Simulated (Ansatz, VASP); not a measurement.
**CaHf2 in two plane-wave programs**

Aim: how closely do two programs agree when they are given the same cell, functional and k mesh? The cell is invented: As first built, before any earlier steps moved the atoms (in the runner's words): it takes the CaSi2 structure with some of its atoms replaced by other elements, volume scaled by an estimate. It may not be a known or stable phase. The cell is taken from a series of VASP runs on this material, whose earlier steps may have relaxed, scaled or displaced it; both programs get it as it stands.

Main program and level: Ansatz 0.2.0; plane waves, with VASP 6.6.1 beside it; band structure at PBE, single point at PBE and band structure at PBE, spin-orbit coupling.

## 1. Set-up

It takes space group P6/mmm (No. 191, hexagonal). The conventional cell has a = 5.213 Å, b = 5.213 Å, c = 3.278 Å, α = 90.00°, β = 90.00°, γ = 120.00°. Nearest to Hf lie 5 Hf at 3.01 to 3.28 Å and 6 Ca at 3.43 Å. Nearest to Ca lie 2 Ca at 3.28 Å and 12 Hf at 3.43 Å. As first built, before any earlier steps moved the atoms (in the runner's words): sites of the CaSi2 structure (space group 191) filled with other elements, volume scaled by an estimate. Farther neighbours are not listed.

## 2. VASP: band structure, PBE

A single point gives forces, pressure and levels at one fixed geometry, so differences don't come from the geometry; what else differs is listed under the comparison.

Lines of VASP's logs that name or quote its potential files are left out, and so is its time.

INCAR reads:

```
SYSTEM = CaHf2
PREC = Accurate
ENCUT = 400
EDIFF = 1E-06
NELM = 100
ISMEAR = 1
SIGMA = 0.2
LREAL = .FALSE.
ALGO = Normal
GGA = PE
NBANDS = 28
LORBIT = 11
LWAVE = .FALSE.
LCHARG = .FALSE.
```

POSCAR reads:

```
CaHf2
1.0
    5.2131286328     -0.0000002105      0.0000000000
   -2.6065651688      4.5147013679      0.0000000000
    0.0000000000      0.0000000000      3.2775320155
Hf Ca
2 1
Direct
    0.3333333300      0.6666666700      0.5000000000
    0.6666666700      0.3333333300      0.5000000000
    0.0000000000      0.0000000000      0.0000000000
```

KPOINTS reads:

```
Automatic mesh
0
Gamma
6 6 8
0 0 0
```

KPOINTS_OPT reads:

```
Line mode
16
Line-mode
Reciprocal
  0.00000000   0.00000000   0.00000000 GAMMA
  0.50000000   0.00000000   0.00000000 M

  0.50000000   0.00000000   0.00000000 M
  0.33333333   0.33333333   0.00000000 K

  0.33333333   0.33333333   0.00000000 K
  0.00000000   0.00000000   0.00000000 GAMMA

  0.00000000   0.00000000   0.00000000 GAMMA
  0.00000000   0.00000000   0.50000000 A

  0.00000000   0.00000000   0.50000000 A
  0.50000000   0.00000000   0.50000000 L

  0.50000000   0.00000000   0.50000000 L
  0.33333333   0.33333333   0.50000000 H

  0.33333333   0.33333333   0.50000000 H
  0.00000000   0.00000000   0.50000000 A

  0.50000000   0.00000000   0.50000000 L
  0.50000000   0.00000000   0.00000000 M

  0.33333333   0.33333333   0.00000000 K
  0.33333333   0.33333333   0.50000000 H
```

PAW data sets: Hf_pv and Ca_sv (PBE family, release 64).

The run is started by

```console
$ mpirun -np 1 vasp_std
```

Numbers of over 12 decimals in the logs are rounded to 6 here.

The program printed:

```text
[banner, memory and clock lines left out]
running    1 mpi-ranks, on    1 nodes
 distrk:  each k-point on    1 cores,    1 groups
 distr:  one band on    1 cores,    1 groups

 POSCAR found type information on POSCAR HfCa
 POSCAR found :  2 types and       3 ions
 LDA part: xc-table for (Slater+PW92), standard interpolation
 POSCAR, INCAR and KPOINTS ok, starting setup
 FFT: planning ... GRIDC
 FFT: planning ... GRID_SOFT
 FFT: planning ... GRID
 WAVECAR not read
 entering main loop
       N       E                     dE             d eps       ncg     rms          rms(c)
DAV:   1     0.148962736674E+03    0.14896E+03   -0.13358E+04  1960   0.841E+02
DAV:   2    -0.147901957730E+02   -0.16375E+03   -0.15700E+03  2252   0.256E+02
DAV:   3    -0.214241758045E+02   -0.66340E+01   -0.63501E+01  2988   0.392E+01
DAV:   4    -0.217131243491E+02   -0.28895E+00   -0.28770E+00  2688   0.597E+00
DAV:   5    -0.217171304969E+02   -0.40061E-02   -0.40057E-02  2732   0.775E-01    0.455E+01
DAV:   6    -0.202676325004E+02    0.14495E+01   -0.25396E+00  2444   0.791E+00    0.272E+01
DAV:   7    -0.201630097390E+02    0.10462E+00   -0.52039E-01  2288   0.390E+00    0.889E+00
DAV:   8    -0.201595671175E+02    0.34426E-02   -0.50918E-02  2624   0.106E+00    0.753E-01
DAV:   9    -0.201568844089E+02    0.26827E-02   -0.85629E-03  2328   0.546E-01    0.348E-01
DAV:  10    -0.201568312754E+02    0.53134E-04   -0.89582E-04  2616   0.153E-01    0.104E-01
DAV:  11    -0.201568019672E+02    0.29308E-04   -0.10930E-04  2516   0.547E-02    0.667E-02
DAV:  12    -0.201568055146E+02   -0.35474E-05   -0.69659E-06  2860   0.117E-02    0.113E-02
DAV:  13    -0.201568057150E+02   -0.20035E-06   -0.47463E-07  1368   0.372E-03
   1 F= -.20156806E+02 E0= -.20151329E+02  d E =-.164292E-01
 Start KPOINTS_OPT (optional k-point list driver)
k-point batch [1-35\144]
       N       E                     dE             ncg
DAV:   1    -0.105968012000E+05   -0.24151E+05     1960
DAV:   2    -0.165548540702E+05   -0.59581E+04     2396
DAV:   3    -0.168073961218E+05   -0.25254E+03     2988
DAV:   4    -0.168159807791E+05   -0.85847E+01     2568
DAV:   5    -0.168161500496E+05   -0.16927E+00     2720
DAV:   6    -0.168161528577E+05   -0.28080E-02     2568
DAV:   7    -0.168161528967E+05   -0.39004E-04     2612
DAV:   8    -0.168161528972E+05   -0.49858E-06     1740
[...]
k-point batch [141-144\144]
       N       E                     dE             ncg
DAV:   1     0.213010431490E+05   -0.52602E+04      224
DAV:   2     0.206855642815E+05   -0.61548E+03      252
DAV:   3     0.206629019283E+05   -0.22662E+02      328
DAV:   4     0.206621268922E+05   -0.77504E+00      352
DAV:   5     0.206621191974E+05   -0.76947E-02      308
DAV:   6     0.206621190181E+05   -0.17935E-03      328
DAV:   7     0.206621190155E+05   -0.26006E-05      284
DAV:   8     0.206621190154E+05   -0.37049E-07      240
```

Parts of OUTCAR (step 2):

```text
ion  position               nearest neighbor table
   1  0.333  0.667  0.500-   2 3.01   2 3.01   2 3.01   3 3.43   3 3.43   3 3.43   3 3.43   3 3.43
                             3 3.43
   2  0.667  0.333  0.500-   1 3.01   1 3.01   1 3.01   3 3.43   3 3.43   3 3.43   3 3.43   3 3.43
                             3 3.43
   3  0.000  0.000  0.000-   2 3.43   2 3.43   1 3.43   1 3.43   2 3.43   2 3.43   1 3.43   1 3.43
                             1 3.43   2 3.43   1 3.43   2 3.43

  LATTYP: Found a hexagonal cell.
 ALAT       =     5.2131286328
 C/A-ratio  =     0.6287072977

 Subroutine GETGRP returns: Found 24 space group operations
 (whereof 24 operations were pure point group operations)

The static configuration has the point symmetry D_6h.

 Found     35 irreducible k-points:

   k-points           NKPTS =     35   k-points in BZ     NKDIM =     35   number of bands    NBANDS=     28

   dimension x,y,z NGX =    36 NGY =   36 NGZ =   24
   dimension x,y,z NGXF=    72 NGYF=   72 NGZF=   48

   ENCUT  =  400.0 eV  29.40 Ry    5.42 a.u.   8.50  8.50  5.34*2*pi/ulx,y,z

   NELECT =      30.0000    total number of electrons

 k-points in reciprocal lattice and weights: Automatic mesh
   0.00000000  0.00000000  0.00000000       0.003
   0.16666667 -0.00000000  0.00000000       0.021
   0.33333333  0.00000000  0.00000000       0.021
   0.50000000  0.00000000  0.00000000       0.010
   0.16666667  0.16666667  0.00000000       0.021
   0.33333333  0.16666667  0.00000000       0.042
   0.33333333  0.33333333  0.00000000       0.007
   0.00000000  0.00000000  0.12500000       0.007
   0.16666667 -0.00000000  0.12500000       0.042
[...]
0.33333333  0.16666667  0.50000000       0.042
   0.33333333  0.33333333  0.50000000       0.007

 average (electrostatic) potential at core
       1 -38.6596       2 -38.6596       3 -45.1397

 E-fermi :   3.6495

 k-point     1 :       0.0000    0.0000    0.0000
  band No.  band energies     occupation
    ...
     11      -2.2123      2.00000
     12       2.4821      2.00000
     13       3.2370      2.01299
     14       3.5051      1.93464
     15       3.5052      1.93463
     16       3.7839      0.10078
     17       3.7839      0.10078
     18       6.2940     -0.00000
     19       6.2940     -0.00000
     20       6.4805     -0.00000
    ...

 k-point     2 :       0.1667   -0.0000    0.0000
  band No.  band energies     occupation
    ...
     11      -1.9312      2.00000
     12       2.4128      2.00000
     13       2.5082      2.00000
     14       3.0975      2.00067
     15       3.4244      2.06748
     16       4.0729     -0.01076
     17       4.2130     -0.00050
     18       6.0827     -0.00000
     19       6.2017     -0.00000
     20       6.3955     -0.00000
    ...

 k-point     3 :       0.3333    0.0000    0.0000
  band No.  band energies     occupation
    ...
     11      -1.1624      2.00000
     12       1.3295      2.00000
     13       1.9345      2.00000
     14       3.2062      2.00746
     15       3.4570      2.04169
     16       4.2063     -0.00059
     17       4.5373     -0.00000
     18       5.8042     -0.00000
     19       5.8204     -0.00000
     20       6.2481     -0.00000
    ...

  Total       -0.0068886     -0.0068886     -0.0027857      0.0000000     -0.0000000     -0.0000000
  in kB       -0.1430768     -0.1430768     -0.0578582      0.0000000     -0.0000000     -0.0000000
  external PRESSURE =      -0.1146706 kB  Pullay stress =       0.0000000 kB

  energy-cutoff  :      400.00
  volume of cell :       77.14
      direct lattice vectors                 reciprocal lattice vectors
     5.213128633 -0.000000211  0.000000000     0.191823393  0.110749335  0.000000000
    -2.606565169  4.514701368  0.000000000     0.000000009  0.221498598  0.000000000
     0.000000000  0.000000000  3.277532015     0.000000000  0.000000000  0.305107622

 POSITION                                       TOTAL-FORCE (eV/Angst)
 -----------------------------------------------------------------------------------
     -0.00000      3.00980      1.63877         0.000000     -0.000000      0.000000
      2.60656      1.50490      1.63877        -0.000000      0.000000      0.000000
      0.00000      0.00000      0.00000        -0.000000      0.000000      0.000000
 -----------------------------------------------------------------------------------
    total drift:                               -0.000000      0.000000      0.000000

  FREE ENERGIE OF THE ION-ELECTRON SYSTEM (eV)
  ---------------------------------------------------
  free  energy   TOTEN  =       -20.1568057150 eV

  energy  without entropy=      -20.1403765552  energy(sigma->0) =      -20.15132933

 total charge
# of ion       s       p       d       tot
------------------------------------------
    1        0.402   6.244   1.542   8.189
    2        0.402   6.244   1.542   8.189
    3        2.084   5.854   0.288   8.226
--------------------------------------------------
tot          2.888  18.342   3.373  24.603

[... 3 further parts left out ...]
```

The run ends at a pressure of -0.01 GPa.

## 3. Ansatz: band structure, PBE

Ansatz runs on its default PAW (the set named soft_2) files.

The same cell, functional, mesh and smearing now go to Ansatz, which takes its cutoff from its data sets.

input.yaml reads:

```yaml
crystal:
  lattice:
    - [5.2131286328, -2.105e-07, 0.0]
    - [-2.6065651688, 4.5147013679, 0.0]
    - [0.0, 0.0, 3.2775320155]
  atoms:
    - { symbol: Hf, position: [0.33333333, 0.66666667, 0.5] }
    - { symbol: Hf, position: [0.66666667, 0.33333333, 0.5] }
    - { symbol: Ca, position: [0.0, 0.0, 0.0] }
hamiltonian:
  xc: pbe
  pseudopotentials: { kind: paw }
kpoints:
  mp_grid: { grid: [6, 6, 8] }
  band_path:
    path:
      - [0.0, 0.0, 0.0]
      - [0.13333, 0.0, 0.0]
      - [0.3, 0.0, 0.0]
      - [0.46667, 0.0, 0.0]
      - [0.46667, 0.06667, 0.0]
      - [0.41111, 0.17778, 0.0]
      - [0.35556, 0.28889, 0.0]
      - [0.28889, 0.28889, 0.0]
      - [0.17778, 0.17778, 0.0]
      - [0.06667, 0.06667, 0.0]
      - [0.0, 0.0, 0.03333]
      - [0.0, 0.0, 0.2]
      - [0.0, 0.0, 0.36667]
      - [0.0, 0.0, 0.5]
      - [0.16667, 0.0, 0.5]
      - [0.3, 0.0, 0.5]
      - [0.46667, 0.0, 0.5]
      - [0.46667, 0.06667, 0.5]
      - [0.41111, 0.17778, 0.5]
      - [0.35556, 0.28889, 0.5]
      - [0.28889, 0.28889, 0.5]
      - [0.17778, 0.17778, 0.5]
      - [0.06667, 0.06667, 0.5]
      - [0.5, 0.0, 0.46667]
      - [0.5, 0.0, 0.3]
      - [0.5, 0.0, 0.13333]
      - [0.33333, 0.33333, 0.0]
      - [0.33333, 0.33333, 0.16667]
      - [0.33333, 0.33333, 0.33333]
      - [0.33333, 0.33333, 0.5]
    npoints: 1
scf:
  occupations: { method: methfessel_paxton, width: 0.2 }
  n_extra_bands: 7
output:
  forces: true
  stress: true
  eigenvalues: true
```

The run is started by

```console
$ ansatz run input.yaml --threads 2 --pin off --max-ram 4608MiB --backend cpu --events-out ev --progress --plain --runs-dir out
```

The program printed:

```text
Warning: the atoms were moved onto the symmetric positions of the space group found under crystal.symmetry.tolerance 1.0e-5 (fractional; no operation is sought that the atoms, as they stand in a round, miss by more than twice it, and no atom is moved by as much as it), and the run uses the moved positions. Before a round's move an operation carried an atom to 5.21e-8 Å from where it should land, the largest such dist [...]
scf.n_extra_bands = 7 over 31 filled bands (N_el = 62.0): the run solves 38 bands
Engine: ansatz 0.2.0, aarch64-unknown-linux-gnu
Pseudopotentials: kind: paw
Pseudopotential: Hf, paw, valence charge 26, recommended cutoff 420 eV (normal), Hf.paw.azcp
Pseudopotential: Ca, paw, valence charge 10, recommended cutoff 420 eV (normal), Ca.paw.azcp
Functional definition: PBE
  parameter kappa = 0.804
  parameter beta = 0.066725
  exchange = pbe_x(kappa = kappa, mu = beta*pi^2/3)
  correlation = pbe_c(beta = beta)
Crystal: 3 atoms, lattice volume = 77.139 Å³
Basis set: ecut = 420 eV, 1529 PW (Γ), exchange–correlation on 72×72×48 points (8 copies of the dense FFT grid, shifted against one another)
Bands: 38, of which v1, the nominal top of the filled ones, is band 31 counted from 1 (30 counted from 0)
Symmetry: 24 space group operations
Space group: P6/mmm (ITA 191), of the structure as read, at distance tolerance 4.3e-5 Å
k-points: 35 of 288
Non-local potential: Hf, projectors of the file, l = 0: 3, l = 1: 2, l = 2: 2, l = 3: 3
Non-local potential: Ca, projectors of the file, l = 0: 3, l = 1: 2, l = 2: 2
PAW form: soft (Blöchl's): semilocal exchange-correlation on the pseudo side does not see the compensation charge
PAW one-centre angular grid: Hf, 590 points (default); XC on 64 Gauss nodes
PAW one-centre angular grid: Ca, 110 points (default); XC on 64 Gauss nodes
Initial density: superposition of atomic densities (neutral atoms: chi_scale 0, normalization atom), corrected by the library's trained network
Initial wavefunctions: pseudopotential atomic-orbital guess
Functional: x = pbe(κ = 0.804, μ = 0.219515), c = pbe(β = 0.066725)
SCF iter   1: F=—  HF=-33257.990657 eV  |F-HF|=—  |Δ(HF+E_count)|=         —  Δρ=4.00e-3  dr2=1.28e-2  ethr=1.77e-3  ⟨swp⟩=6.3  Hψ=4910  notcnv=0
preconditioner: auto → Kerker (q_TF=auto, 2.631 Å⁻¹)  [metal: Δε(μ)=0.009 eV  Ē_g=17.040 eV  σ=0.200 eV  W_gap=0.04  n_scr=26 (ndim 8)  ℏωp=31.6 eV  f_vac=0.000  D(μ)=7.45/eV (n_scr^D=112)]
SCF iter   2: F=—  HF=-33257.989726 eV  |F-HF|=—  |Δ(HF+E_count)|=   9.31e-4  S|Δr|=    0.00e0  Δρ=2.27e-3  dr2=3.52e-3  ethr=2.06e-5  ⟨swp⟩=1.3  Hψ=1648  notcnv=0  defer=1
SCF iter   3: F=—  HF=-33257.989709 eV  |F-HF|=—  |Δ(HF+E_count)|=   1.73e-5  S|Δr|=    0.00e0  Δρ=6.55e-4  dr2=5.04e-4  ethr=5.68e-6  ⟨swp⟩=2.6  Hψ=2386  notcnv=0  defer=1
SCF iter   4: F=—  HF=-33257.989685 eV  |F-HF|=—  |Δ(HF+E_count)|=   2.45e-5  S|Δr|=    0.00e0  Δρ=3.29e-4  dr2=9.45e-5  ethr=8.14e-7  ⟨swp⟩=2.1  Hψ=2220  notcnv=0  defer=1
SCF iter   5: F=—  HF=-33257.989621 eV  |F-HF|=—  |Δ(HF+E_count)|=   6.39e-5  S|Δr|=    0.00e0  Δρ=1.69e-4  dr2=3.00e-5  ethr=1.52e-7  ⟨swp⟩=2.0  Hψ=2380  notcnv=0  defer=1
SCF iter   6: F=—  HF=-33257.989604 eV  |F-HF|=—  |Δ(HF+E_count)|=   1.70e-5  S|Δr|=    0.00e0  Δρ=4.30e-5  dr2=1.56e-6  ethr=4.84e-8  ⟨swp⟩=3.0  Hψ=2297  notcnv=0  defer=1
SCF iter   7: F=—  HF=-33257.989604 eV  |F-HF|=—  |Δ(HF+E_count)|=   5.46e-8  S|Δr|=    0.00e0  Δρ=1.03e-5  dr2=1.16e-7  ethr=2.52e-9  ⟨swp⟩=2.0  Hψ=2133  notcnv=0  defer=1
SCF iter   8: F=-33257.989604 eV  HF=-33257.989604 eV  |F-HF|=5.81e-9  |Δ(HF+E_count)|=   3.64e-9  S|Δr|=    0.00e0  Δρ=2.03e-6  dr2=8.88e-9  ethr=1.61e-10  ⟨swp⟩=8.1  Hψ=5608  notcnv=0
SCF 1 converged in 8 iterations: F = -33257.989604 eV  dr2 = 8.88e-9
  greatest PAW one-centre occupation: 0.998 electrons in one spin orbital (limit 2), on the Hf atom at site 1 (counted from 0), in its partial waves of l = 0
NSCF: frozen V_eff on 30 k-points
SCF converged after 8 iterations
Stability not checked: this state was not tested for a lower state beside it, because cold or Methfessel-Paxton smearing, or corrected tetrahedra, fill the levels in a way that the test cannot read (fill_not_monotonic; see scf.lower_state_search)
Free energy (F): -33257.989604 eV
Harris-Foulkes:  -33257.989604 eV  (|F-HF|=5.81e-9)
Internal energy: -33257.973541 eV  (E = F + TS)
E sigma→0 (E₀):  -33257.985588 eV
Entropy (-TS):   -0.016063 eV (-5.354 meV/atom)
Fermi energy:    13.972156 eV
--- Per-component energies (eV) ---
  E_band       = -298.593086
  E_kinetic    = 1126.956779
  E_local      = -12866.856732  (includes V_loc(G=0)·N_el)
  E_nonlocal   = -2425.290574
  E_hartree    = 5893.732216
  E_xc         = -736.261164
  E_vxc        = -701.992487  (∫ρ·V_xc dr)
  E_paw        = -14713.062746  (= ΣΔE_a)
  E_vpaw       = 2781.120292  (= ΣTr[D̂ρ^β])
  E_aug_tail   = -0.000009  (compensation charges beyond the density's cutoff)
  E_ewald      = -9537.191310
  E_smearing   = -0.016063  (= −TS)
  E_closure    = 0.000000  (closes the sum)
  Σ components = -33257.989604   (vs F -33257.989604, Δ=0.00e0)
--- Forces (eV/Å), atoms counted from 1 ---
  atom   1  Hf    -0.00000000    -0.00000000     0.00000000
  atom   2  Hf     0.00000000     0.00000000     0.00000000
  atom   3  Ca     0.00000000     0.00000000     0.00000000
  max |Σ_I F_I| component: 5.55e-17 eV/Å
--- Stress (GPa, compression-positive) ---
        0.129982       0.000000       0.000000
        0.000000       0.129982       0.000000
        0.000000       0.000000       0.061755
  P = ⅓ Tr σ = 0.1072 GPa (1.072 kbar)
--- Band table (eV; the first three rows and the last of 35) ---
  k-point 0: bands = [... 27 lower, 12.8041, 13.5603, 13.8204, 13.8204, 14.1025, 14.1025, 16.6195, 16.6195, ... 3 higher]
  k-point 1: bands = [... 27 lower, 13.0224, 13.7961, 13.7961, 13.9047, 13.9047, 14.0732, 16.0029, 16.0029, ... 3 higher]
  k-point 2: bands = [... 27 lower, 13.3800, 13.3800, 13.4282, 13.7379, 13.7379, 15.5558, 15.6853, 15.6853, ... 3 higher]
  k-point 34: bands = [... 27 lower, 12.8764, 12.8764, 13.2612, 13.2612, 13.3572, 15.4194, 15.4194, 16.6033, ... 3 higher]
```

Run time: 8.7 s. Hardware: 2 threads of Arm Neoverse N1, shared host; peak memory 0.38 GiB; 16 s of CPU time.

## 4. Differences

Known differences besides the potentials themselves: the data sets hold 62 valence electrons in Ansatz (default PAW (the set named soft_2) files) and 30 in VASP; the cutoff is 420 eV in Ansatz and 400 eV in VASP; VASP leaves aspherical gradient terms in its spheres out (LASPH is not set), Ansatz keeps them. Total energies have different zeros and are not compared.

Both answers:

```csv
quantity,Ansatz,VASP,difference
pressure (GPa),0.11,-0.01,+0.12
```

Levels from 3 eV below to 2 eV above the Fermi level differ by 4 meV r.m.s. and 8 meV at most; each VASP level is matched to the nearest of Ansatz, which flatters the figure a little.

## 5. Ansatz: single point, PBE

With cell and atoms fixed, the geometry can't cause a difference; cores, projectors, grids and the points listed under the comparison can.

The cell is taken from a series of VASP runs on this material, whose earlier steps may have relaxed, scaled or displaced it; both programs get it as it stands.

input.yaml, the sections that differ from step 3:

```yaml
kpoints:
  mp_grid: { grid: [9, 9, 12] }
scf:
  occupations: { method: tetrahedron }
output:
  forces: true
  stress: true
# crystal, hamiltonian: as in step 3
```

The program printed:

```text
Warning: output.forces, output.stress, relax.cell or npt_langevin: where a Kohn–Sham band that disperses or a degenerate level is filled in part under the method tetrahedron, the forces or the stress that this run publishes need not agree with its energy (scf.occupations.method in the input reference, under Limitations); prefer a smearing scheme for the forces or the stress
[...]
k-point 0: bands = [... 27 lower, 12.8061, 13.5674, 13.8192, 13.8192, 14.1039, 14.1039, 16.6233, 16.6233, ... 3 higher]
  k-point 1: bands = [... 27 lower, 12.9081, 13.7965, 13.8080, 13.8080, 14.0167, 14.0167, 16.2122, 16.2122, ... 3 higher]
  k-point 2: bands = [... 27 lower, 13.1667, 13.7557, 13.7557, 13.7772, 13.7772, 14.4727, 15.8507, 15.8507, ... 3 higher]
  k-point 83: bands = [... 27 lower, 12.8751, 12.8751, 13.2652, 13.2652, 13.3558, 15.4172, 15.4172, 16.6005, ... 3 higher]
[key lines of the parts left out:]
SCF converged after 7 iterations
Free energy (F): -33257.994998 eV
Fermi energy:    13.972463 eV
P = ⅓ Tr σ = 0.1201 GPa (1.201 kbar)
```

Run time: 13 s. Hardware: 2 threads; peak memory 0.45 GiB; 25 s of CPU time.

The run ends at a pressure of 0.12 GPa.

(Continued in part 2 of 2.)

[Lines on the potential files, build, host, timing and source positions are cut from VASP's logs without a mark.]

[Logs are printed without paths, hosts, clocks, repeated set-up lines and the standing remarks that a program may print on its own settings, such as how far it seeks lower states.]

[Hosts, paths, dates, database ids (printed as entryN), source tags and the programs' standing remarks are cut or masked in the printed files.]
